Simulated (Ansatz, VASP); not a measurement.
# NaF (Villiaumite) in two plane-wave programs, part 2 of 2

One calculation is typed for both programs; each brings its own data sets. How far apart do they land? The cell is taken from a series of VASP runs on this material, whose earlier steps may have relaxed, scaled or displaced it; both programs get it as it stands. Valence electrons are named where the data sets of a main pair hold unlike numbers.

VASP 6.6.1 and Ansatz 0.2.0.

So far: Starting point; Ansatz: band structure, r2SCAN-EpsX with an exact-exchange share of 0.527.

### 3. VASP: band structure, r2SCAN-EpsX with an exact-exchange share of 0.527

Level of this step: r2SCAN-EpsX, exact-exchange share 1/1.899; plane waves and PAW (Na_pv, F) (VASP).

The same cell, functional, mesh and smearing now go to VASP, with its own data sets.

Lines of VASP's logs that name or quote its potential files are left out, and so is its time.

The run reads the wave functions of an earlier VASP run, which isn't shown here.

INCAR

```
SYSTEM = NaF
PREC = Accurate
ENCUT = 460
EDIFF = 1E-06
NELM = 100
ISMEAR = 0
SIGMA = 0.03
LREAL = .FALSE.
ALGO = Normal
LHFCALC = .TRUE.
AEXX = 0.527
METAGGA = R2SCAN
LASPH = .TRUE.
NBANDS = 13
PRECFOCK = Fast
HFRCUT = -1
LORBIT = 11
LWAVE = .FALSE.
LCHARG = .FALSE.
KPAR = 4
```

POSCAR

```
NaF
1.0
    0.0000000000      2.3200000000      2.3200000000
    2.3200000000      0.0000000000      2.3200000000
    2.3200000000      2.3200000000      0.0000000000
Na F
1 1
Direct
    0.0000000000      0.0000000000      0.0000000000
    0.5000000000      0.5000000000      0.5000000000
```

KPOINTS

```
Automatic mesh
0
Gamma
5 5 5
0 0 0
```

KPOINTS_OPT

```
Line mode
10
Line-mode
Reciprocal
  0.00000000   0.00000000   0.00000000 GAMMA
  0.50000000   0.00000000   0.50000000 X

  0.50000000   0.00000000   0.50000000 X
  0.50000000   0.25000000   0.75000000 W

  0.50000000   0.25000000   0.75000000 W
  0.37500000   0.37500000   0.75000000 K

  0.37500000   0.37500000   0.75000000 K
  0.00000000   0.00000000   0.00000000 GAMMA

  0.00000000   0.00000000   0.00000000 GAMMA
  0.50000000   0.50000000   0.50000000 L

  0.50000000   0.50000000   0.50000000 L
  0.62500000   0.25000000   0.62500000 U

  0.62500000   0.25000000   0.62500000 U
  0.50000000   0.25000000   0.75000000 W

  0.50000000   0.25000000   0.75000000 W
  0.50000000   0.50000000   0.50000000 L

  0.50000000   0.50000000   0.50000000 L
  0.37500000   0.37500000   0.75000000 K

  0.62500000   0.25000000   0.62500000 U
  0.50000000   0.00000000   0.50000000 X
```

PAW data sets: Na_pv and F (PBE family, release 64).

The run is started by

```bash
$ mpirun -np 4 vasp_std
```

Numbers of over 12 decimals in the logs are rounded to 6 here.

What it wrote:

```text
[banner, memory and clock lines left out]
running    4 mpi-ranks, on    1 nodes
 distrk:  each k-point on    1 cores,    4 groups
 distr:  one band on    1 cores,    1 groups

 POSCAR found type information on POSCAR NaF
 POSCAR found :  2 types and       2 ions
|                                                                             |
|               ----> ADVICE to this user running VASP <----                  |
|                                                                             |
|     You enforced a specific xc type in the INCAR file but a different       |
|     [... a line on the potential file left out ...]
|     I HOPE YOU KNOW WHAT YOU ARE DOING!                                     |
|                                                                             |

 LDA part: xc-table for (None), standard interpolation
 found WAVECAR, reading the header
 POSCAR, INCAR and KPOINTS ok, starting setup
 FFT: planning ... GRIDC
 FFT: planning ... GRID_SOFT
 FFT: planning ... GRID
 HFRCUT set to (new)   9.066475
 reading WAVECAR
 the WAVECAR file was read successfully
 initial charge from wavefunction
 entering main loop
       N       E                     dE             d eps       ncg     rms          rms(c)
DAV:   1    -0.153781807115E+02   -0.15378E+02   -0.17968E+00   260   0.152E+01    0.128E+00
DAV:   2    -0.153882173715E+02   -0.10037E-01   -0.10089E-01   260   0.384E+00    0.828E-01
DAV:   3    -0.153644079572E+02    0.23809E-01   -0.45523E-02   305   0.258E+00    0.352E-01
DAV:   4    -0.153655623414E+02   -0.11544E-02   -0.14002E-02   300   0.127E+00    0.305E-01
DAV:   5    -0.153650579602E+02    0.50438E-03   -0.67182E-04   305   0.588E-01    0.190E-01
DAV:   6    -0.153646358739E+02    0.42209E-03   -0.76672E-04   305   0.464E-01    0.753E-02
DAV:   7    -0.153646290599E+02    0.68140E-05   -0.23582E-04   260   0.174E-01    0.333E-02
DAV:   8    -0.153646061879E+02    0.22872E-04   -0.82659E-06   260   0.688E-02    0.201E-02
DAV:   9    -0.153645905890E+02    0.15599E-04   -0.90067E-06   268   0.591E-02    0.123E-02
DAV:  10    -0.153645865860E+02    0.40030E-05   -0.43452E-06   260   0.305E-02    0.875E-03
DAV:  11    -0.153645846600E+02    0.19260E-05   -0.73610E-07   214   0.101E-02    0.560E-03
DAV:  12    -0.153645835127E+02    0.11473E-05   -0.26861E-07   130   0.669E-03    0.299E-03
DAV:  13    -0.153645828465E+02    0.66615E-06   -0.12823E-07   130   0.451E-03
   1 F= -.15364583E+02 E0= -.15364583E+02  d E =-.398279E-39
 Start KPOINTS_OPT (optional k-point list driver)
k-point batch [1-10\100]
       N       E                     dE             ncg
DAV:   1    -0.122229248509E+04   -0.43388E+04      265
DAV:   2    -0.268681241761E+04   -0.14645E+04      280
DAV:   3    -0.276105104768E+04   -0.74239E+02      310
DAV:   4    -0.276234533200E+04   -0.12943E+01      320
DAV:   5    -0.276235891257E+04   -0.13581E-01      320
DAV:   6    -0.276235913355E+04   -0.22098E-03      325
DAV:   7    -0.276235913857E+04   -0.50211E-05      320
DAV:   8    -0.276235913870E+04   -0.12677E-06      245
[...]
k-point batch [91-100\100]
       N       E                     dE             ncg
DAV:   1    -0.131978437983E+04   -0.71763E+04      275
DAV:   2    -0.271288258076E+04   -0.13931E+04      285
DAV:   3    -0.278281896073E+04   -0.69936E+02      310
DAV:   4    -0.278398673130E+04   -0.11678E+01      310
DAV:   5    -0.278399787072E+04   -0.11139E-01      320
DAV:   6    -0.278399804244E+04   -0.17172E-03      315
DAV:   7    -0.278399804589E+04   -0.34433E-05      312
DAV:   8    -0.278399804598E+04   -0.87912E-07      235
```

From OUTCAR (step 3):

```text
ion  position               nearest neighbor table
   1  0.000  0.000  0.000-   2 2.32   2 2.32   2 2.32   2 2.32   2 2.32   2 2.32
   2  0.500  0.500  0.500-   1 2.32   1 2.32   1 2.32   1 2.32   1 2.32   1 2.32

  LATTYP: Found a face centered cubic cell.
 ALAT       =     4.6400000000

 Subroutine GETGRP returns: Found 48 space group operations
 (whereof 48 operations were pure point group operations)

The static configuration has the point symmetry O_h .

 Found     10 irreducible k-points:

   k-points           NKPTS =     10   k-points in BZ     NKDIM =    125   number of bands    NBANDS=     13

   dimension x,y,z NGX =    24 NGY =   24 NGZ =   24
   dimension x,y,z NGXF=    48 NGYF=   48 NGZF=   48

   ENCUT  =  460.0 eV  33.81 Ry    5.81 a.u.   5.74  5.74  5.74*2*pi/ulx,y,z

   NELECT =      14.0000    total number of electrons

 k-points in reciprocal lattice and weights: Automatic mesh
   0.00000000  0.00000000  0.00000000       0.008
   0.20000000  0.00000000  0.00000000       0.064
   0.40000000  0.00000000  0.00000000       0.064
   0.20000000  0.20000000  0.00000000       0.048
   0.40000000  0.20000000  0.00000000       0.192
  -0.40000000  0.20000000  0.00000000       0.192
  -0.20000000  0.20000000  0.00000000       0.096
   0.40000000  0.40000000  0.00000000       0.048
  -0.40000000  0.40000000  0.00000000       0.096
  -0.40000000  0.40000000  0.20000000       0.192

  exchange ACFDT corr.  =         0.00000000  see jH, gK, PRB 81, 115126

 average (electrostatic) potential at core
       1 -34.7135       2 -62.9560

 E-fermi :  -6.5509

 k-point     1 :       0.0000    0.0000    0.0000
  band No.  band energies     occupation
    ...
      3     -28.9547      2.00000
      4     -28.9547      2.00000
      5      -6.8241      2.00000
      6      -6.8241      2.00000
      7      -6.8239      2.00000
      8       5.8651      0.00000
      9      18.9962      0.00000
     10      18.9962      0.00000
     11      18.9962      0.00000
     12      21.1281      0.00000
    ...

 k-point     2 :       0.2000    0.0000    0.0000
  band No.  band energies     occupation
    ...
      3     -28.9579      2.00000
      4     -28.6642      2.00000
      5      -7.4670      2.00000
      6      -6.9254      2.00000
      7      -6.9252      2.00000
      8       7.1850      0.00000
      9      15.7103      0.00000
     10      19.6293      0.00000
     11      19.6294      0.00000
     12      23.5236      0.00000
    ...

 k-point     3 :       0.4000    0.0000    0.0000
  band No.  band energies     occupation
    ...
      3     -28.9628      2.00000
      4     -28.3495      2.00000
      5      -8.3497      2.00000
      6      -7.0848      2.00000
      7      -7.0846      2.00000
      8       9.7361      0.00000
      9      13.0916      0.00000
     10      20.3720      0.00000
     11      20.3724      0.00000
     12      23.3365      0.00000
    ...

  energy-cutoff  :      460.00
  volume of cell :       24.97
      direct lattice vectors                 reciprocal lattice vectors
     0.000000000  2.320000000  2.320000000    -0.215517241  0.215517241  0.215517241
     2.320000000  0.000000000  2.320000000     0.215517241 -0.215517241  0.215517241
     2.320000000  2.320000000  0.000000000     0.215517241  0.215517241 -0.215517241

 POSITION                                       TOTAL-FORCE (eV/Angst)
 -----------------------------------------------------------------------------------
      0.00000      0.00000      0.00000        -0.000000      0.000000     -0.000000
      2.32000      2.32000      2.32000         0.000000     -0.000000      0.000000
 -----------------------------------------------------------------------------------
    total drift:                                0.000000      0.000000      0.000000

  FREE ENERGIE OF THE ION-ELECTRON SYSTEM (eV)
  ---------------------------------------------------
  free  energy   TOTEN  =       -15.3645828465 eV

  energy  without entropy=      -15.3645828465  energy(sigma->0) =      -15.36458285

 total charge
# of ion       s       p       d       tot
------------------------------------------
    1        0.038   5.999   0.000   6.037
    2        1.753   4.447   0.000   6.201
--------------------------------------------------
tot          1.791  10.446   0.000  12.238

[... 3 further parts left out ...]
```

The k-mesh is coarse for unscreened exact exchange, which converges slowly with it. The PAW data sets were made with PBE, which is usual practice but a small mismatch for other functionals.

### 4. Differences

Known differences besides the potentials themselves: exact exchange at q = 0 is treated differently, which shows on coarse meshes; VASP keeps PBE cores, Ansatz makes them for the functional; the data sets hold 16 valence electrons in Ansatz (on its default PAW (the set named soft_2) files) and 14 in VASP; the cutoff is 500 eV in Ansatz and 460 eV in VASP; VASP takes a coarser grid for exact exchange (PRECFOCK = Fast). Total energies have different zeros and are not compared.

Compared:

| quantity | Ansatz | VASP | difference |
| --- | --- | --- | --- |
| gap over the path points (eV) | 12.706 | 12.689 | +0.017 |

Levels at points of the path, from each program's valence-band top (eV; 3 filled, then empty):

| k (reciprocal lattice) | Ansatz | VASP |
| --- | --- | --- |
| 0.000 0.000 0.000 | 0.00 0.00 0.00 12.71 25.79 | 0.00 0.00 0.00 12.69 25.82 |
| 0.500 0.000 0.500 | -1.38 -0.46 -0.46 19.62 19.93 | -1.38 -0.46 -0.46 19.62 19.93 |
| 0.500 0.222 0.722 | -1.02 -0.87 -0.61 19.80 19.85 | -1.03 -0.87 -0.61 19.80 19.85 |
| 0.403 0.347 0.750 | -1.13 -0.89 -0.44 19.39 19.93 | -1.14 -0.89 -0.44 19.39 19.93 |
| 0.125 0.125 0.250 | -0.62 -0.16 -0.09 14.09 22.55 | -0.62 -0.16 -0.09 14.07 22.56 |
| 0.278 0.278 0.278 | -1.04 -0.17 -0.17 15.01 21.37 | -1.04 -0.17 -0.17 14.99 21.37 |
| 0.556 0.389 0.556 | -1.48 -0.52 -0.33 17.93 19.42 | -1.49 -0.52 -0.33 17.92 19.42 |
| 0.583 0.250 0.667 | -1.12 -0.88 -0.46 19.44 19.92 | -1.12 -0.89 -0.46 19.44 19.92 |
| 0.500 0.306 0.694 | -1.09 -0.87 -0.52 19.40 19.72 | -1.09 -0.88 -0.52 19.39 19.72 |
| 0.486 0.486 0.528 | -1.65 -0.30 -0.29 17.31 19.32 | -1.65 -0.30 -0.29 17.30 19.32 |

Among the levels compared at these points, filled levels agree within 6 meV and empty ones within 26 meV.

### 5. Outcome

* largest difference of a filled level at the path points (band structure, r2SCAN-EpsX with an exact-exchange share of 0.527): 5.5 meV

In words: The largest difference of a filled level at the path points is 5.5 meV (band structure, r2SCAN-EpsX with an exact-exchange share of 0.527), within the 80 meV picked in this series as the mark of a large difference. The data sets hold unlike numbers of valence electrons (16 in Ansatz and 14 in VASP), so part of the differences comes from the potentials. 1 further run of this series is not shown here. Such differences can come from data sets, numerical settings and the points named under the comparisons, not from the functional's error against experiment.

[Lines on the potential files, build, host, timing and source positions are cut from VASP's logs without a mark.]

[Logs are printed without paths, hosts, clocks, repeated set-up lines and the standing remarks that a program may print on its own settings, such as how far it seeks lower states.]

[Hosts, paths, dates, database ids (printed as entryN), source tags and the programs' standing remarks are cut or masked in the printed files.]
